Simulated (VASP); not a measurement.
Crystal: Nb.

```
Nb
1.0
    -1.63551    1.63551    1.63551
     1.63551   -1.63551    1.63551
     1.63551    1.63551   -1.63551
Nb
1
Direct
  0.00000 0.00000 0.00000
```

Base run:

```yaml
Program: VASP 6.6.1
Functional: PBEsol
Potentials_or_basis: VASP PAW PBE potentials, release 64 (Nb_sv)
Cutoff: 700 eV
k_mesh: 18 × 18 × 18
Occupations: gaussian, width 0.1 eV
Spin: no spin polarisation
```

Its results: band gap on the k mesh none (metal or under the smearing width); pressure 0.0 GPa.

Problem. After a change of settings the same cell gave: band gap on the k mesh none (metal or under the smearing width); pressure 0.7 GPa. Which change was it?
A. functional from PBEsol to r2SCAN; cutoff from 700 eV to 520 eV
B. cutoff from 700 eV to 520 eV; k mesh from 18 × 18 × 18 to 28 × 28 × 28
C. cutoff from 700 eV to 520 eV; occupations from gaussian, width 0.1 eV to gaussian, width 0.5 eV

Solution. C.

Caveats: the PAW data sets were made with another functional, which shifts forces and pressure a little.
